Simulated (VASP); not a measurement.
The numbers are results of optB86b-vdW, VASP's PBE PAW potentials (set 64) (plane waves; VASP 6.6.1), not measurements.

VASP input:

**INCAR**
```
SYSTEM = Bi2Te3
PREC = Accurate
ENCUT = 520
EDIFF = 1E-7
NELM = 100
ALGO = Normal
LREAL = .FALSE.
LASPH = .TRUE.
ISMEAR = -5
GGA = MK
PARAM1 = 0.1234
PARAM2 = 1.0
LUSE_VDW = .TRUE.
AGGAC = 0.0
LMAXMIX = 4
LWAVE = .FALSE.
LCHARG = .TRUE.
LORBIT = 11
NEDOS = 601
ISIF = 2
LEFG = .TRUE.
```

**POSCAR**
```
Bi2Te3
1.0
 10.3102384117  -2.2072342675  -0.0014979841
 10.3102384117   2.2072342675  -0.0014979841
  9.8382601614   0.0000000000   3.7922982982
Bi Te
2 3
Cartesian
 12.1764397524  -0.0000000000   1.5148432303
 18.2822972324   0.0000000000   2.2744590997
  0.0000000000   0.0000000000   0.0000000000
  6.4038582698   0.0000000000   0.7966894712
 24.0548787150   0.0000000000   2.9926128588
```

**KPOINTS**
```
K-points
0
G
  7 7 7
```

POTCAR, in this order: Bi_d Te (PBE.64 set). Program: vasp_std.

Output

### OUTCAR
```
 ion  position               nearest neighbor table
   1  0.400  0.400  0.400-   5 3.09   5 3.09   5 3.09   3 3.26   3 3.26   3 3.26
   2  0.600  0.600  0.600-   4 3.09   4 3.09   4 3.09   3 3.26   3 3.26   3 3.26
   3  0.000  0.000  0.000-   2 3.26   2 3.26   1 3.26   1 3.26   2 3.26   1 3.26
   4  0.210  0.210  0.210-   2 3.09   2 3.09   2 3.09
   5  0.790  0.790  0.790-   1 3.09   1 3.09   1 3.09
  LATTYP: Found a trigonal (rhomboedric) cell.
 ALAT       =    10.5438561002
 COS(alpha) =     0.9123548202
 Subroutine PRICEL returns:
 Original cell was already a primitive cell.
 Subroutine GETGRP returns: Found 12 space group operations
The static configuration has the point symmetry D_3d.
The dynamic configuration has the point symmetry D_3d.
 Subroutine INISYM returns: Found 12 space group operations
 Subroutine IBZKPT returns following result:
 Found     44 irreducible k-points:

 Following reciprocal coordinates:
            Coordinates               Weight
  0.000000  0.000000  0.000000      1.000000
  0.142857  0.000000  0.000000      6.000000
  0.285714  0.000000  0.000000      6.000000
  0.428571  0.000000  0.000000      6.000000
  0.142857  0.142857  0.000000      6.000000
...
```

OSZICAR:
```
       N       E                     dE             d eps       ncg     rms          rms(c)
DAV:   1     0.453663633783E+03    0.45366E+03   -0.21953E+04  2464   0.166E+03
DAV:   2     0.417929394904E+02   -0.41187E+03   -0.40247E+03  2696   0.411E+02
DAV:   3    -0.446204751732E+01   -0.46255E+02   -0.44221E+02  3104   0.149E+02
DAV:   4    -0.660134443037E+01   -0.21393E+01   -0.21144E+01  2852   0.328E+01
DAV:   5    -0.671354270876E+01   -0.11220E+00   -0.11199E+00  3588   0.754E+00    0.735E+00
DAV:   6    -0.641819481057E+01    0.29535E+00   -0.77050E-01  2828   0.532E+00    0.569E+00
DAV:   7    -0.643275600980E+01   -0.14561E-01   -0.28968E-01  3224   0.232E+00    0.131E+00
DAV:   8    -0.643544606106E+01   -0.26901E-02   -0.28608E-02  2776   0.108E+00    0.613E-01
DAV:   9    -0.643556628861E+01   -0.12023E-03   -0.42513E-03  2916   0.412E-01    0.324E-01
DAV:  10    -0.643598470904E+01   -0.41842E-03   -0.12809E-03  2900   0.180E-01    0.791E-02
DAV:  11    -0.643604078135E+01   -0.56072E-04   -0.96225E-05  3380   0.555E-02    0.456E-02
DAV:  12    -0.643604811614E+01   -0.73348E-05   -0.13294E-05  2832   0.216E-02    0.192E-02
DAV:  13    -0.643605088042E+01   -0.27643E-05   -0.91081E-06  2700   0.135E-02    0.557E-03
DAV:  14    -0.643605096667E+01   -0.86250E-07   -0.52406E-07  2424   0.478E-03
   1 F= -.64360510E+01 E0= -.64360510E+01  d E =0.000000E+00
```

File OUTCAR:
```
------------------------ aborting loop because EDIFF is reached ----------------------------------------
  FORCE on cell =-STRESS in cart. coord.  units (eV):
  Direction    XX          YY          ZZ          XY          YZ          ZX
  --------------------------------------------------------------------------------------
  Total       -0.0038298      0.0110569      0.0108265     -0.0000000      0.0000000     -0.0018520
  in kB       -0.0355365      0.1025965      0.1004586     -0.0000000      0.0000000     -0.0171848
  external PRESSURE =       0.0558395 kB  Pullay stress =       0.0000000 kB
  volume of cell :      172.67
      direct lattice vectors                 reciprocal lattice vectors
    10.310238412 -2.207234268 -0.001497984     0.048477212 -0.226527835 -0.125763160
    10.310238412  2.207234268 -0.001497984     0.048477212  0.226527835 -0.125763160
     9.838260161  0.000000000  3.792298298     0.000038298  0.000000000  0.263592982
 POSITION                                       TOTAL-FORCE (eV/Angst)
 -----------------------------------------------------------------------------------
     12.17644      0.00000      1.51484         0.007949     -0.000000      0.000989
     18.28230      0.00000      2.27446        -0.007949     -0.000000     -0.000989
      0.00000      0.00000      0.00000         0.000000      0.000000      0.000000
      6.40386      0.00000      0.79669         0.020401     -0.000000      0.002538
     24.05488      0.00000      2.99261        -0.020401     -0.000000     -0.002538
 -----------------------------------------------------------------------------------
    total drift:                                0.000000     -0.000000     -0.000000
  FREE ENERGIE OF THE ION-ELECTRON SYSTEM (eV)
  ---------------------------------------------------
  free  energy   TOTEN  =        -6.4360509667 eV

  energy  without entropy=       -6.4360509667  energy(sigma->0) =       -6.43605097

 total charge

# of ion       s       p       d       tot
------------------------------------------
    1        1.592   1.134   9.943  12.669
    2        1.592   1.134   9.943  12.669
    3        1.386   1.970   0.021   3.377
    4        1.406   1.906   0.023   3.335
    5        1.406   1.906   0.023   3.335
--------------------------------------------------
tot          7.382   8.049  19.954  35.385

 Electric field gradients after diagonalization (V/A^2)
 (convention: |V_zz| > |V_xx| > |V_yy|)
----------------------------------------------------------------------
 ion       V_xx      V_yy      V_zz     asymmetry (V_yy - V_xx)/ V_zz
----------------------------------------------------------------------
   1     -13.982   -13.978    27.961       0.000
   2     -13.982   -13.978    27.961       0.000
   3     -44.999   -44.998    89.997       0.000
   4      -0.406    -0.405     0.811       0.001
   5      -0.406    -0.405     0.811       0.001
```
(Selected blocks of OUTCAR.)

### OUTCAR
```
 val. band max:        5.8546633810   @ k =   0.0000   0.0000   0.0000

 cond. band min:       6.1273162485   @ k =   0.0000   0.0000   0.0000


 Fermi energy:         5.8565507492

 k-point     1 :       0.0000    0.0000    0.0000
  band No.  band energies     occupation
      1     -17.2582      2.00000
      2     -17.2582      2.00000
      3     -17.2568      2.00000
      4     -17.2568      2.00000
      5     -17.2494      2.00000
      6     -17.2481      2.00000
      7     -17.2457      2.00000
      8     -17.2457      2.00000
      9     -17.2442      2.00000
     10     -17.2442      2.00000
     11      -7.3597      2.00000
     12      -6.6812      2.00000
     13      -5.4116      2.00000
     14      -3.0714      2.00000
     15      -2.6013      2.00000
     16       3.6084      2.00000
     17       3.8387      2.00000
     18       4.1719      2.00000
     19       4.1719      2.00000
     20       4.2175      2.00000
     21       4.2175      2.00000
     22       5.0351      2.00000
     23       5.0351      2.00000
     24       5.8547      2.00000
     25       6.1273      0.00000
     26       6.5394      0.00000
     27       6.5394      0.00000
     28       7.7862      0.00000

 k-point     2 :       0.1429    0.0000    0.0000
  band No.  band energies     occupation
      1     -17.2598      2.00000
      2     -17.2582      2.00000
      3     -17.2565      2.00000
      4     -17.2552      2.00000
      5     -17.2483      2.00000
      6     -17.2472      2.00000
      7     -17.2461      2.00000
      8     -17.2452      2.00000
      9     -17.2448      2.00000
     10     -17.2437      2.00000
     11      -7.1860      2.00000
     12      -6.5345      2.00000
     13      -5.2939      2.00000
     14      -3.2282      2.00000
     15      -2.7644      2.00000
     16       2.8327      2.00000
     17       2.9248      2.00000
     18       3.6024      2.00000
     19       3.6260      2.00000
     20       4.2547      2.00000
...
```

Unless said otherwise, spin-orbit coupling is left out, though it shifts the bands of the heavy elements here.

The compound is Bi2Te3 in the tetradymite structure. It was relaxed first.
